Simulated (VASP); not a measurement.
A run of VASP 6.6.1:

File INCAR:

```
SYSTEM = AgAuCl4
  PREC = Accurate
  ENCUT = 520
  EDIFF = 1E-6
  ISMEAR = -1
  SIGMA = 0.05
  LREAL = .FALSE.
  LASPH = .TRUE.
  NELM = 100
  ALGO = Fast
  ISIF = 2
  LWAVE = .FALSE.
  LCHARG = .FALSE.
  GGA = CA
  NBANDS = 62
```

Contents of KPOINTS:

```
regular mesh
0
G
  2 2 3
  0 0 0
```

The input POSCAR:

```
AgAuCl4
1.0
    6.7261420000      0.1031810000      0.3304330000
   -0.9554220000      8.2000090000     -0.5482320000
    0.5206940000     -0.4444360000      6.2103480000
Cl Ag Au
8 2 2
Direct
    0.1157149538      0.3686845916      0.9365522917
    0.3773742693      0.8155441188      0.6743017415
    0.2324920951      0.0687982291      0.0281364797
    0.8438370992      0.9384751912      0.6683458812
    0.7403397044      0.1818582325      0.0230564910
    0.9912844588      0.6581353108      0.7921887373
    0.5371668296      0.4766924290      0.9791817458
    0.6650646124      0.8905724907      0.2465584928
    0.0690873299      0.3188849480      0.4324603386
    0.6789314230      0.5715357482      0.4503732866
    0.2365466869      0.7323251884      0.1996738784
    0.5029510181      0.1846414571      0.5784828389
```

Potentials or basis: VASP PAW LDA potentials, release 64 (Cl, Ag, Au).

The run is started by

```console
$ cat potpaw_LDA.64/Cl/POTCAR potpaw_LDA.64/Ag/POTCAR potpaw_LDA.64/Au/POTCAR > POTCAR
$ mpirun -np 1 vasp_std > vasp.out
```

Hardware: 1 thread of Intel(R) Xeon(R) Platinum 8488C (Sapphire Rapids), with other jobs on the host.

Question: Estimate the wall time of this run.

Answer: Wall time 3.2 min on 1 thread of Intel(R) Xeon(R) Platinum 8488C (Sapphire Rapids) (shared host), peak memory 0.37 GiB. Counts: scf iterations 19, k points 8.
